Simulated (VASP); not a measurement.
# Sc2InSb3 (P3m1) in VASP: relaxation of cell and atoms with PBE

Aim: the relaxation of cell and atoms of Sc2InSb3 with PBE.

Everything below comes from runs of VASP 6.6.1. Logs are shortened: lines on timing, memory, paths and dates and some standing lists are left out, and cuts for length are marked.

## (1) Starting point

Symmetry: P3m1, No. 156, trigonal system. Conventional cell: a = 3.363 Å, b = 3.363 Å, c = 14.035 Å, α = 90.00°, β = 90.00°, γ = 120.00°. Around Sc (site symmetry 3m) lie 6 Sb at 2.50 Å. Around Sc (site symmetry 3m) lie 3 Sb at 2.48 Å and 3 In at 2.79 Å. Around In (site symmetry 3m) lie 3 Sc at 2.79 Å. Around Sb (site symmetry 3m) lie 3 Sc at 2.50 Å. Sb (site symmetry 3m) has 3 Sc at 2.50 Å as nearest neighbours. Around Sb (site symmetry 3m) lie 3 Sc at 2.48 Å.

The cell was built by a generator and needn't be a form met in nature.

## (2) Relaxation of cell and atoms, PBE

Contents of INCAR:

```
SYSTEM = Sc2InSb3
PREC = Normal ; ENCUT = 520
EDIFF = 1E-4 ; ISMEAR = 0
SIGMA = 0.15 ; LREAL = .False.
LASPH = .True. ; NELM = 60
ALGO = Fast ; ISIF = 3
LWAVE = .False. ; LCHARG = .False.
GGA = PE ; IBRION = 2
NSW = 24 ; EDIFFG = -0.08
```

Contents of KPOINTS:

```
Automatic mesh
0
Gamma
  6 6 2
  0 0 0
```

Contents of POSCAR:

```
Sc2InSb3
1.0
    3.3632276300      0.0000000000      0.0000000000
   -1.6816138100      2.9126405600      0.0000000000
    0.0000000000      0.0000000000     14.0350572900
Sc In Sb
2 1 3
Direct
    0.3333333300      0.6666666700      0.7488420000
    0.6666666700      0.3333333300      0.2620630000
    0.3333333300      0.6666666700      0.1190370000
    0.6666666700      0.3333333300      0.8612840200
    0.6666666700      0.3333333300      0.6362540100
    0.3333333300      0.6666666700      0.3725189900
```

Potentials or basis: VASP PAW PBE potentials, release 64 (Sc_sv, In_d, Sb).

Command:

```
$ cat potpaw_PBE.64/Sc_sv/POTCAR potpaw_PBE.64/In_d/POTCAR potpaw_PBE.64/Sb/POTCAR > POTCAR
$ mpirun -np 1 vasp_std > vasp.out
```

OUTCAR:

```text
SYSTEM = Sc2InSb3
   PREC = Normal
   ENCUT = 520
   EDIFF = 1E-4
   ISMEAR = 0
   LREAL = .False.
   LASPH = .True.
   NELM = 60
   ISIF = 3
   GGA = PE
   IBRION = 2
   NSW = 24
   EDIFFG = -0.08

 ion  position               nearest neighbor table
   1  0.333  0.667  0.749-   4 2.50   4 2.50   4 2.50   5 2.50   5 2.50   5 2.50
   2  0.667  0.333  0.262-   6 2.48   6 2.48   6 2.48   3 2.79   3 2.79   3 2.79
   3  0.333  0.667  0.119-   2 2.79   2 2.79   2 2.79   6 3.56
   4  0.667  0.333  0.861-   1 2.50   1 2.50   1 2.50   5 3.16
   5  0.667  0.333  0.636-   1 2.50   1 2.50   1 2.50   4 3.16
   6  0.333  0.667  0.373-   2 2.48   2 2.48   2 2.48   3 3.56

  LATTYP: Found a hexagonal cell.
 ALAT       =     3.3632276300
 C/A-ratio  =     4.1730916947

  Lattice vectors:

 A1 = (   3.3632276300,   0.0000000000,   0.0000000000)
 A2 = (  -1.6816138100,   2.9126405600,   0.0000000000)
 A3 = (   0.0000000000,   0.0000000000,  14.0350572900)

Analysis of symmetry for initial positions (statically):
=====================================================================
 Subroutine PRICEL returns:
 Original cell was already a primitive cell.

 Routine SETGRP: Setting up the symmetry group for a
 hexagonal supercell.

 Subroutine GETGRP returns: Found  6 space group operations
 (whereof  6 operations were pure point group operations)
 out of a pool of 24 trial point group operations.

The static configuration has the point symmetry C_3v.

Analysis of symmetry for dynamics (positions and initial velocities):
=====================================================================
 Subroutine PRICEL returns:
 Original cell was already a primitive cell.

 Routine SETGRP: Setting up the symmetry group for a
 hexagonal supercell.

 Subroutine GETGRP returns: Found  6 space group operations
 (whereof  6 operations were pure point group operations)
 out of a pool of 24 trial point group operations.

The dynamic configuration has the point symmetry C_3v.

 Subroutine INISYM returns: Found  6 space group operations
 (whereof  6 operations are pure point group operations),
 and found     1 'primitive' translations

----------------------------------------------------------------------------------------

                                     Primitive cell

  volume of cell :     137.4856

  direct lattice vectors                    reciprocal lattice vectors
     3.363227630  0.000000000  0.000000000     0.297333428  0.171665534  0.000000000
    -1.681613810  2.912640560  0.000000000     0.000000000  0.343331070  0.000000000
     0.000000000  0.000000000 14.035057290     0.000000000  0.000000000  0.071250154

  length of vectors
     3.363227630  3.363227622 14.035057290     0.343331069  0.343331070  0.071250154

  position of ions in fractional coordinates (direct lattice)
     0.333333330  0.666666670  0.748842000
     0.666666670  0.333333330  0.262063000
     0.333333330  0.666666670  0.119037000
     0.666666670  0.333333330  0.861284020
     0.666666670  0.333333330  0.636254010
     0.333333330  0.666666670  0.372518990

  ion indices of the primitive-cell ions
   primitive index   ion index
                 1           1
                 2           2
                 3           3
                 4           4
                 5           5
                 6           6

----------------------------------------------------------------------------------------

 KPOINTS: Automatic mesh

Automatic generation of k-mesh.
 Grid dimensions read from file:
 generate k-points for:    6    6    2

 Generating k-lattice:

  Cartesian coordinates                     Fractional coordinates (reciprocal lattice)
     0.049555571  0.028610922  0.000000000     0.166666667  0.000000000  0.000000000
     0.000000000  0.057221845  0.000000000     0.000000000  0.166666667  0.000000000
     0.000000000  0.000000000  0.035625077     0.000000000  0.000000000  0.500000000

  Length of vectors
     0.057221845  0.057221845  0.035625077

  Shift w.r.t. Gamma in fractional coordinates (k-lattice)
     0.000000000  0.000000000  0.000000000

 Subroutine IBZKPT returns following result:
 ===========================================

 Found     14 irreducible k-points:

 Following reciprocal coordinates:
            Coordinates               Weight
  0.000000  0.000000  0.000000      1.000000
  0.166667  0.000000  0.000000      6.000000
  0.333333  0.000000  0.000000      6.000000
  0.500000  0.000000  0.000000      3.000000
  0.166667  0.166667  0.000000      6.000000
  0.333333  0.166667  0.000000     12.000000
  0.333333  0.333333  0.000000      2.000000
  0.000000  0.000000  0.500000      1.000000
  0.166667  0.000000  0.500000      6.000000
  0.333333  0.000000  0.500000      6.000000
  0.500000  0.000000  0.500000      3.000000
  0.166667  0.166667  0.500000      6.000000
  0.333333  0.166667  0.500000     12.000000
  0.333333  0.333333  0.500000      2.000000
   k-points           NKPTS =     14   k-points in BZ     NKDIM =     14   number of bands    NBANDS=     30
   number of dos      NEDOS =    301   number of ions     NIONS =      6
   total plane-waves  NPLWV =  32000
   dimension x,y,z NGX =    20 NGY =   20 NGZ =   80
   dimension x,y,z NGXF=    40 NGYF=   40 NGZF=  160
   ions per type =               2   1   3
   NGX,Y,Z   is equivalent  to a cutoff of   9.89,  9.89,  9.48 a.u.
   NGXF,Y,Z  is equivalent  to a cutoff of  19.77, 19.77, 18.95 a.u.
 SYSTEM =  Sc2InSb3
   PREC   = normal    normal or accurate (medium, high low for compatibility)
   ISTART =      0    job   : 0-new  1-cont  2-samecut
   ICHARG =      2    charge: 1-file 2-atom 10-const
   ISPIN  =      1    spin polarized calculation?
   LNONCOLLINEAR =      F non collinear calculations
   LSORBIT =      F    spin-orbit coupling
   LASPH  =      T    aspherical Exc in radial PAW
   ENCUT  =  520.0 eV  38.22 Ry    6.18 a.u.   6.25  6.25 26.10*2*pi/ulx,y,z
   NELM   =     60;   NELMIN=  2; NELMDL= -5     # of ELM steps
   EDIFF  = 0.1E-03   stopping-criterion for ELM
   LREAL  =      F    real-space projection
   EDIFFG = -.8E-01   stopping-criterion for IOM
   NSW    =     24    number of steps for IOM
   IBRION =      2    ionic relax: 0-MD 1-quasi-New 2-CG
   NFREE  =      1    steps in history (QN), initial steepest desc. (CG)
   ISIF   =      3    stress and relaxation
   ISYM   =      2    0-nonsym 1-usesym 2-fastsym
   POTIM  = 0.5000    time-step for ionic-motion
   TEBEG  =    0.0;   TEEND  =   0.0 temperature during run
   PSTRESS=    0.0 pullay stress
   NELECT =      50.0000    total number of electrons
   NUPDOWN=      -1.0000    fix difference up-down
   EMIN   =  10.00;   EMAX   =-10.00  energy-range for DOS
   EFERMI =   0.00;   METHOD = LEGACY
   ISMEAR =     0;   SIGMA  =   0.15  broadening in eV -4-tet -1-fermi 0-gaus
   EFERMI_NEDOS =   21; number of points for ismear=-14 and -15
   IALGO  =     68    algorithm
   IMIX   =      4    mixing-type and parameters
     AMIX     =   0.40;   BMIX     =  1.00
     AMIX_MAG =   1.60;   BMIX_MAG =  1.00
  volume/ion in A,a.u.               =      22.91       154.63
  Fermi-wavevector in a.u.,A,eV,Ry     =   1.168546  2.208231 18.578744  1.365499
  Thomas-Fermi vector in A             =   2.305031
   LORBIT       =      0    0 simple, 1 ext, 2 COOP (PROOUT), +10 PAW based schemes
   GGA     = PE    functional components
   LHFCALC =     F    Hartree Fock is set to
   AEXX    =    0.0000 exact exchange contribution
   IVDW    =     0    specifies the selected vdW correction
   LEPSILON=     F    determine dielectric tensor
   LRPA    =     F    only Hartree local field effects (RPA)
 conjugate gradient relaxation of ions
 non-spin polarized calculation
 RMM-DIIS sequential band-by-band and
 Gauss-broadening in eV      SIGMA  =   0.15
  energy-cutoff  :      520.00
  volume of cell :      137.49
 maximum number of plane-waves:      3724
   NGX = 13   NGY = 13   NGZ = 53

--------------------------------------- Ionic step        1  -------------------------------------------

 number of electron      50.0000035 magnetization

 Free energy of the ion-electron system (eV)
  ---------------------------------------------------
  ext. energy  EPLUGINS =         0.00000000
  ---------------------------------------------------
  free energy    TOTEN  =       -21.95537684 eV

  energy without entropy =      -21.88630674  energy(sigma->0) =      -21.92084179

------------------------ aborting loop because EDIFF is reached ----------------------------------------

  FORCE on cell =-STRESS in cart. coord.  units (eV):
  Direction    XX          YY          ZZ          XY          YZ          ZX
  --------------------------------------------------------------------------------------
  -------------------------------------------------------------------------------------
  Total       26.9965360     26.9965359     31.3639122      0.0000000      0.0000000     -0.0000000
  in kB      314.6018555    314.6018542    365.4967056      0.0000005      0.0000000     -0.0000000
  external PRESSURE =     331.5668051 kB  Pullay stress =       0.0000000 kB
[... 497 lines left out ...]
     29      20.7429      0.00000
     30      22.1112      0.00000

------------------------ aborting loop EDIFF was not reached (unconverged)  ----------------------------

  FORCE on cell =-STRESS in cart. coord.  units (eV):
  Direction    XX          YY          ZZ          XY          YZ          ZX
  --------------------------------------------------------------------------------------
  -------------------------------------------------------------------------------------
  Total       -4.7322977     -4.7322977     -9.7992959     -0.0000000     -0.0000000     -0.0000000
  in kB      -29.7325208    -29.7325207    -61.5679285     -0.0000001     -0.0000000     -0.0000000
  external PRESSURE =     -40.3443233 kB  Pullay stress =       0.0000000 kB
[... 1002 lines left out ...]
     29       7.3405      0.00000
     30       7.3681      0.00000

[... ionic steps 4 to 19 ...]

--------------------------------------- Ionic step       20  -------------------------------------------

 number of electron      49.9999989 magnetization

------------------------ aborting loop because EDIFF is reached ----------------------------------------
[... 75 lines left out ...]
--------------------------------------- Ionic step       22  -------------------------------------------

 number of electron      49.9999985 magnetization

 Free energy of the ion-electron system (eV)
  ---------------------------------------------------
  ext. energy  EPLUGINS =         0.00000000
  ---------------------------------------------------
  free energy    TOTEN  =       -28.76413010 eV

  energy without entropy =      -28.72106316  energy(sigma->0) =      -28.74259663

 E-fermi :   6.2918     XC(G=0):  -9.8972

 val. band max:        6.2655005376   @ k =   0.3333   0.0000   0.0000
 cond. band min:       6.3110824631   @ k =   0.3333   0.0000   0.5000
 fundamental gap:      0.0455819255
 Fermi energy:         6.2917771536
[... 493 lines left out ...]
  FREE ENERGIE OF THE ION-ELECTRON SYSTEM (eV)
  ---------------------------------------------------
  free  energy   TOTEN  =       -28.7641300971 eV

  energy  without entropy=      -28.7210631561  energy(sigma->0) =      -28.74259663

 reached required accuracy - stopping structural energy minimisation
```

Wall time 11 min (1 thread of Intel Xeon Platinum 8375C at 2.90GHz (Ice Lake), shared host); peak memory 0.23 GiB.

What came out:

```
Free energy                            : -28.7641 eV
Relaxed volume                         : 26.77 Å³/atom
Relaxed cell                           : a = 3.344 Å, b = 3.344 Å, c = 16.579 Å, α = 90.00°, β = 90.00°, γ = 120.00°
Space group after relaxing (to 0.05 Å) : P3m1 (No. 156)
Energy gained by relaxing              : 1134.8 meV/atom
Ionic steps                            : 22
Pressure after relaxing                : 0.2 GPa
Largest force after relaxing           : 0.044 eV/Å
Band gap on the k mesh                 : none (metal or under the smearing width)
```

Forces on the atoms (eV/Å):
```
Sc   0.000  0.000  0.004
Sc   0.000  0.000 -0.021
In   0.000  0.000  0.004
Sb   0.000  0.000  0.044
Sb   0.000  0.000  0.000
Sb   0.000  0.000 -0.031
```

Step by step:
```csv
step,energy change (eV),largest force (eV/Å),pressure (GPa),volume (Å³)
1,0.0000,6.1157,33.16,137.49
2,71.7474,5.9956,-4.03,255.01
3,-5.0189,0.9635,-6.08,218.93
4,-5.5645,0.7354,-3.75,201.65
5,-5.6941,1.4067,-0.69,187.61
6,-5.6984,1.2967,-1.14,189.44
7,-6.0642,0.9587,-1.47,185.85
8,-6.6851,0.8336,-1.56,173.83
9,-6.7337,0.3692,1.47,162.64
10,-6.7503,0.5500,0.35,166.18
11,-6.7863,0.1241,0.03,166.27
12,-6.7885,0.1706,-0.07,166.30
13,-6.7886,0.1753,-0.02,166.30
14,-6.7918,0.0942,-0.21,166.16
15,-6.7922,0.1171,-0.14,166.09
16,-6.7966,0.1171,-0.06,165.09
17,-6.8043,0.1082,0.29,162.11
18,-6.7902,0.0801,1.49,156.24
19,-6.8045,0.1183,0.63,160.84
20,-6.8058,0.0883,0.55,160.79
21,-6.8069,0.0721,0.42,160.72
22,-6.8088,0.0444,0.24,160.60
```

Final structure:
```
Sc In Sb
1.0
     3.34439    0.00000    0.00000
    -1.67219    2.89632    0.00000
     0.00000    0.00000   16.57943
Sc In Sb
2 1 3
Direct
  0.33333 0.66667 0.75056
  0.66667 0.33333 0.25057
  0.33333 0.66667 0.10271
  0.66667 0.33333 0.89399
  0.66667 0.33333 0.60779
  0.33333 0.66667 0.39438
```

Levels at points of the mesh, in eV from the Fermi level:
| k point | band 20 | band 21 | band 22 | band 23 | band 24 | band 25 | band 26 | band 27 | band 28 | band 29 |
| --- | --- | --- | --- | --- | --- | --- | --- | --- | --- | --- |
| (0.00, 0.00, 0.00) | -3.16 | -0.71 | -0.45 | 0.68 | 1.25 | 1.25 | 1.36 | 1.36 | 2.26 | 2.30 |
| (0.50, 0.00, 0.00) | -3.65 | -2.61 | -1.81 | -1.05 | -1.00 | -0.31 | -0.06 | 0.64 | 0.78 | 1.14 |
| (0.00, 0.00, 0.50) | -2.25 | -1.66 | 0.12 | 0.60 | 1.25 | 1.25 | 1.36 | 1.36 | 2.26 | 2.26 |
| (0.50, 0.00, 0.50) | -3.65 | -2.63 | -1.57 | -1.44 | -0.88 | -0.25 | -0.07 | 0.65 | 0.78 | 1.13 |

Caveat: the volume moved by over 15 % at a fixed basis, so the end points are rough; the relaxation stopped at a loose force limit of 0.08 eV/Å, so its end isn't a converged minimum. The run has no spin-orbit coupling, so splittings on Sb are missing.
